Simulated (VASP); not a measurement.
Write the native input for VASP 6.6.1 that does the following.

```
Task                   : single point
Functional             : PBE
Potentials or basis    : VASP PAW PBE potentials, release 64 (Be, Se, O)
Cutoff                 : 520 eV
k mesh                 : 6 × 6 × 6
Occupations            : gaussian, width 0.05 eV
Spin                   : no spin polarisation
Further INCAR settings : PREC = Normal; LREAL = Auto; ALGO = Fast; EDIFF = 1e-05
```

The structure of Be3Se2O lies in POSCAR:

```
Be3Se2O
1.0
   -1.7041300000      5.0910200000      2.3199300000
    1.7041300000     -5.0910200000      2.3199300000
    3.4082600000     10.1820400000     -4.6398600000
Be Se O
6 4 2
Direct
    0.3400140000      0.2063660000      0.0668240000
    0.3400140000      0.2063660000      0.5668240000
    0.0727180000      0.2063660000      0.4331760000
    0.0727180000      0.2063660000      0.9331760000
    0.8236540000      0.3236540000      0.2500000000
    0.8236540000      0.3236540000      0.7500000000
    0.3396920000      0.0018470000      0.1689225000
    0.3396920000      0.0018470000      0.6689225000
    0.6640020000      0.0018470000      0.3310775000
    0.6640020000      0.0018470000      0.8310775000
    0.0094850000      0.0094850000      0.0000000000
    0.0094850000      0.0094850000      0.5000000000
```

The cell was built by a generator and needn't be a form met in nature.

The input as run:

INCAR

```
SYSTEM = Be3Se2O
  PREC = Normal
  ENCUT = 520
  EDIFF = 1E-5
  ISMEAR = 0
  SIGMA = 0.05
  LREAL = Auto
  LASPH = .TRUE.
  NELM = 80
  ALGO = Fast
  ISIF = 2
  LWAVE = .FALSE.
  LCHARG = .FALSE.
  GGA = PE
```

KPOINTS

```
regular mesh
0
G
  6 6 6
  0 0 0
```

Potentials or basis: VASP PAW PBE potentials, release 64 (Be, Se, O).

Run with:

```sh
$ cat potpaw_PBE.64/Be/POTCAR potpaw_PBE.64/Se/POTCAR potpaw_PBE.64/O/POTCAR > POTCAR
$ mpirun -np 1 vasp_std > vasp.out
```

Results of the run:

The pressure is 0.0 GPa. The largest force is 0.005 eV/Å. The band gap on the k mesh is 1.48 eV.

It took 9.9 min on 1 thread of Intel(R) Xeon(R) Platinum 8175M CPU @ 2.50GHz (Skylake/Cascade Lake) (shared host), peak memory 0.41 GiB.
